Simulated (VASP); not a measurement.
Computed with r2SCAN meta-GGA, VASP's PBE PAW potentials (set 64) (plane waves; VASP).

The input files of a VASP run:

### KPOINTS
```
Regular mesh
0
G
  7 7 1
0 0 0
```

INCAR:
```
! general
SYSTEM   =  Si(100) slab
PREC     =  Normal
ENCUT    =  400
LREAL    =  .False.
LASPH    =  .True.

! electronic loop
EDIFF    =  1E-6
NELM     =  100
NELMIN   =  4
ALGO     =  Normal
LMIXTAU  =  .True.

! smearing
ISMEAR   =  1
SIGMA    =  0.1

! functional
METAGGA  =  R2SCAN

! output
LWAVE    =  .False.
LCHARG   =  .False.
LORBIT   =  11
LVHAR    =  .True.

! other
LDIPOL   =  .True.
IDIPOL   =  3
DIPOL    =  0.5 0.5 0.5
```

**POSCAR**
```
Si(100) slab
1
    3.8465067347     0.0000000000     0.0000000000
    0.0000000000     3.8465067347     0.0000000000
    0.0000000000     0.0000000000    25.9038186822
Si
8
Direct
  0.2500000000   0.5000000000   0.3166172640
  0.2500000000   1.0000000000   0.3685744169
  0.7500000000   1.0000000000   0.4213589826
  0.7500000000   0.5000000000   0.4735785533
  0.2500000000   0.5000000000   0.5264214467
  0.2500000000   1.0000000000   0.5786410174
  0.7500000000   1.0000000000   0.6314255831
  0.7500000000   0.5000000000   0.6833827360
```

POTCAR, in this order: Si (PBE.64 set). Program: vasp_std. Read from the step before: WAVECAR.

### Question
What will the output report for the number of irreducible k-points (NKPTS), largest plane-wave count, number of space-group operations, FFT grid (NGX, NGY, NGZ)?

### Answer

```
Quantity                                        Value
--------------------------------------  -------------
number of irreducible k-points (NKPTS)             16
largest plane-wave count                         6996
number of space-group operations                    8
FFT grid (NGX, NGY, NGZ)                20 × 20 × 128
```

The cell is a thin slab with vacuum, built from Si (diamond): (100) face.
